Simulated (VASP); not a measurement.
All values below come from PBE GGA, VASP's PBE PAW potentials (set 64) (plane waves; VASP).

VASP ran on this input.

### POSCAR
```
NiSb
1
    1.9837852923    -3.4360170854    -0.0000000000
    1.9837852923     3.4360170854    -0.0000000000
    0.0000000000    -0.0000000000     5.1837160515
Ni Sb
2 2
Direct
  0.0000000000   0.0000000000   0.5000000000
  0.0000000000   0.0000000000   0.0000000000
  0.3333330000   0.6666670000   0.2500000000
  0.6666670000   0.3333330000   0.7500000000
```

INCAR:
```
! general
SYSTEM  = NiSb
PREC    = Accurate
ENCUT   = 520   ! plane-wave cut-off (eV)
LREAL   = .FALSE.
LASPH   = .TRUE.

! electronic loop
EDIFF   = 1E-6   ! SCF stop (eV)
NELM    = 100   ! most electronic steps
ALGO    = Normal   ! blocked Davidson
LMAXMIX = 4

! smearing
ISMEAR  = 1   ! Methfessel-Paxton
SIGMA   = 0.1

! functional
GGA     = PE   ! PBE

! ions
IBRION  = 2
NSW     = 60   ! most ionic steps
ISIF    = 3   ! ions, shape and volume
EDIFFG  = -0.02   ! ionic stop

! output
LWAVE   = .FALSE.
LCHARG  = .FALSE.
```

KPOINTS:
```
Automatic mesh
0
Gamma
8 8 6
0 0 0
```

POTCAR, in this order: Ni Sb (PBE.64 set). Program: vasp_std.

What VASP printed:

File OSZICAR:
```
       N       E                     dE             d eps       ncg     rms          rms(c)
DAV:   1     0.167532707158E+03    0.16753E+03   -0.12640E+04  1520   0.161E+03
DAV:   2    -0.123024099981E+02   -0.17984E+03   -0.17506E+03  1529   0.320E+02
DAV:   3    -0.214383671752E+02   -0.91360E+01   -0.88114E+01  1788   0.885E+01
DAV:   4    -0.217080456167E+02   -0.26968E+00   -0.26843E+00  1690   0.142E+01
DAV:   5    -0.217165831074E+02   -0.85375E-02   -0.85330E-02  1848   0.266E+00    0.131E+01
DAV:   6    -0.246996595180E+02   -0.29831E+01   -0.37384E+01  1677   0.110E+02    0.181E+01
DAV:   7    -0.203142626795E+02    0.43854E+01   -0.13726E+01  1655   0.769E+01    0.384E+00
DAV:   8    -0.203703449756E+02   -0.56082E-01   -0.17230E+00  2107   0.125E+01    0.270E+00
DAV:   9    -0.203093463554E+02    0.60999E-01   -0.25688E-01  1736   0.874E+00    0.639E-01
DAV:  10    -0.203099707564E+02   -0.62440E-03   -0.74772E-03  1601   0.820E-01    0.510E-01
DAV:  11    -0.203096073798E+02    0.36338E-03   -0.69240E-04  1742   0.221E-01    0.151E-01
DAV:  12    -0.203093888945E+02    0.21849E-03   -0.68705E-04  2142   0.448E-01    0.462E-02
DAV:  13    -0.203093938906E+02   -0.49961E-05   -0.72118E-05  1616   0.619E-02    0.345E-02
DAV:  14    -0.203093944448E+02   -0.55428E-06   -0.44863E-06  1620   0.248E-02
   1 F= -.20309394E+02 E0= -.20309898E+02  d E =-.203094E+02
       N       E                     dE             d eps       ncg     rms          rms(c)
DAV:   1    -0.203103384525E+02   -0.94456E-03   -0.20187E-02  1651   0.125E+00    0.206E-01
DAV:   2    -0.203104341298E+02   -0.95677E-04   -0.50363E-03  1726   0.138E+00    0.244E-01
DAV:   3    -0.203097492037E+02    0.68493E-03   -0.28354E-03  1662   0.105E+00    0.835E-02
DAV:   4    -0.203096316177E+02    0.11759E-03   -0.25349E-04  2118   0.201E-01    0.191E-02
DAV:   5    -0.203096296938E+02    0.19239E-05   -0.35640E-05  1766   0.931E-02    0.576E-03
DAV:   6    -0.203096296561E+02    0.37704E-07   -0.16430E-06   893   0.192E-02
   2 F= -.20309630E+02 E0= -.20310154E+02  d E =-.235211E-03
       N       E                     dE             d eps       ncg     rms          rms(c)
DAV:   1    -0.203098870355E+02   -0.25734E-03   -0.63953E-03  1648   0.700E-01    0.115E-01
DAV:   2    -0.203099080497E+02   -0.21014E-04   -0.15112E-03  1729   0.754E-01    0.134E-01
DAV:   3    -0.203097028781E+02    0.20517E-03   -0.86614E-04  1671   0.582E-01    0.471E-02
DAV:   4    -0.203096653742E+02    0.37504E-04   -0.79330E-05  2112   0.113E-01    0.107E-02
DAV:   5    -0.203096648722E+02    0.50204E-06   -0.11743E-05  1608   0.539E-02    0.345E-03
DAV:   6    -0.203096648943E+02   -0.22056E-07   -0.56921E-07   772   0.118E-02
   3 F= -.20309665E+02 E0= -.20310197E+02  d E =-.270449E-03
       N       E                     dE             d eps       ncg     rms          rms(c)
DAV:   1    -0.203138876919E+02   -0.42228E-02   -0.52530E-02  1639   0.348E+00    0.614E-01
DAV:   2    -0.203220705806E+02   -0.81829E-02   -0.92611E-02  1665   0.577E+00    0.951E-01
DAV:   3    -0.203097941762E+02    0.12276E-01   -0.41808E-02  1671   0.408E+00    0.114E-01
DAV:   4    -0.203097216272E+02    0.72549E-04   -0.18804E-03  1565   0.288E-01    0.597E-02
DAV:   5    -0.203096746819E+02    0.46945E-04   -0.12641E-04  1912   0.197E-01    0.228E-02
DAV:   6    -0.203096725926E+02    0.20893E-05   -0.11203E-05  1559   0.249E-02    0.137E-02
DAV:   7    -0.203096698825E+02    0.27101E-05   -0.43984E-06  1491   0.313E-02    0.211E-03
DAV:   8    -0.203096699025E+02   -0.20007E-07   -0.12045E-06   926   0.880E-03
   4 F= -.20309670E+02 E0= -.20310199E+02  d E =-.500826E-05
       N       E                     dE             d eps       ncg     rms          rms(c)
DAV:   1    -0.203106253321E+02   -0.95545E-03   -0.10873E-02  1641   0.160E+00    0.284E-01
DAV:   2    -0.203124068566E+02   -0.17815E-02   -0.20743E-02  1670   0.268E+00    0.445E-01
DAV:   3    -0.203097476111E+02    0.26592E-02   -0.96356E-03  1671   0.188E+00    0.527E-02
DAV:   4    -0.203097276334E+02    0.19978E-04   -0.36855E-04  1550   0.131E-01    0.257E-02
DAV:   5    -0.203097190442E+02    0.85892E-05   -0.26068E-05  1931   0.902E-02    0.817E-03
DAV:   6    -0.203097189250E+02    0.11926E-06   -0.28201E-06  1405   0.152E-02
   5 F= -.20309719E+02 E0= -.20310250E+02  d E =-.540307E-04
```

**OUTCAR**
```
------------------------ aborting loop because EDIFF is reached ----------------------------------------
  FORCE on cell =-STRESS in cart. coord.  units (eV):
  Direction    XX          YY          ZZ          XY          YZ          ZX
  --------------------------------------------------------------------------------------
  Total        0.0292608      0.0292608      0.0554822      0.0000000     -0.0000000      0.0000000
  in kB        0.6640077      0.6640077      1.2590440      0.0000000     -0.0000000      0.0000000
  external PRESSURE =       0.8623531 kB  Pullay stress =       0.0000000 kB
  volume of cell :       70.60
      direct lattice vectors                 reciprocal lattice vectors
     1.986441486 -3.440617749 -0.000000000     0.251706382 -0.145322740 -0.000000000
     1.986441486  3.440617749 -0.000000000     0.251706382  0.145322740  0.000000000
     0.000000000 -0.000000000  5.165129462     0.000000000  0.000000000  0.193605989
 POSITION                                       TOTAL-FORCE (eV/Angst)
 -----------------------------------------------------------------------------------
      0.00000     -0.00000      2.58256         0.000000      0.000000     -0.000000
      0.00000     -0.00000      0.00000         0.000000      0.000000     -0.000000
      1.98644      1.14687      1.29128         0.000000     -0.000000     -0.000000
      1.98644     -1.14687      3.87385        -0.000000     -0.000000      0.000000
 -----------------------------------------------------------------------------------
    total drift:                                0.000000      0.000000      0.000000
  FREE ENERGIE OF THE ION-ELECTRON SYSTEM (eV)
  ---------------------------------------------------
  free  energy   TOTEN  =       -20.3097189250 eV

  energy  without entropy=      -20.3113129571  energy(sigma->0) =      -20.31025027

 reached required accuracy - stopping structural energy minimisation
```
(Selected blocks of OUTCAR.)

File CONTCAR:
```
NiSb
   1.00000000000000
     1.9864414861026136   -3.4406177486944323   -0.0000000000000000
     1.9864414861026136    3.4406177486944323   -0.0000000000000000
     0.0000000000000000   -0.0000000000000000    5.1651294623725201
  Ni              Sb
     2     2
Direct
     0.0000000000000000    0.0000000000000000    0.5000000000000000
     0.0000000000000000    0.0000000000000000    0.0000000000000000
     0.3333330000000032    0.6666669999999968    0.2500000000000000
     0.6666669999999968    0.3333330000000032    0.7500000000000000
```

OUTCAR:
```
 val. band max:        9.6023010091   @ k =   0.0000   0.0000   0.0000

 cond. band min:       9.6528756301   @ k =   0.3750   0.1250   0.0000


 Fermi energy:         9.6329691467

 k-point     1 :       0.0000    0.0000    0.0000
  band No.  band energies     occupation
      1      -3.1361      2.00000
      2       1.2417      2.00000
      3       3.5532      2.00000
      4       5.8253      2.00000
      5       5.8253      2.00000
      6       6.5889      2.00000
      7       7.1597      2.00000
      8       7.1597      2.00000
      9       7.5985      2.00000
     10       7.5985      2.00000
     11       8.3517      2.00000
     12       8.3517      2.00000
     13       9.6023      1.49300
     14      10.1665     -0.00000
     15      10.1665     -0.00000
     16      12.0010      0.00000
     17      12.0010      0.00000
     18      12.6914      0.00000
     19      13.5002      0.00000

 k-point     2 :       0.1250    0.0000    0.0000
  band No.  band energies     occupation
      1      -2.9464      2.00000
      2       1.2273      2.00000
      3       3.7675      2.00000
      4       5.7733      2.00000
      5       5.8651      2.00000
      6       6.5034      2.00000
      7       7.0144      2.00000
      8       7.0828      2.00000
      9       7.4875      2.00000
     10       7.6325      2.00000
     11       8.3411      2.00000
     12       8.3527      2.00000
     13       8.9862      2.00000
     14       9.5418      2.02686
     15       9.5731      1.83919
     16      11.2592     -0.00000
     17      12.5264      0.00000
     18      13.1809      0.00000
     19      14.0531      0.00000

 k-point     3 :       0.2500    0.0000    0.0000
  band No.  band energies     occupation
      1      -2.3905      2.00000
      2       1.1035      2.00000
      3       4.3917      2.00000
      4       5.2354      2.00000
      5       5.9771      2.00000
      6       6.2239      2.00000
      7       6.8056      2.00000
...
```

Unless said otherwise, spin-orbit coupling is left out, though it shifts the bands of the heavy elements here.

The compound is NiSb in the NiAs type structure. This run relaxes it. Symmetry was kept, so distortions that lower it aren't found. The start is the result of an earlier pass. The run is not spin-polarised, so no magnetic state was tried.
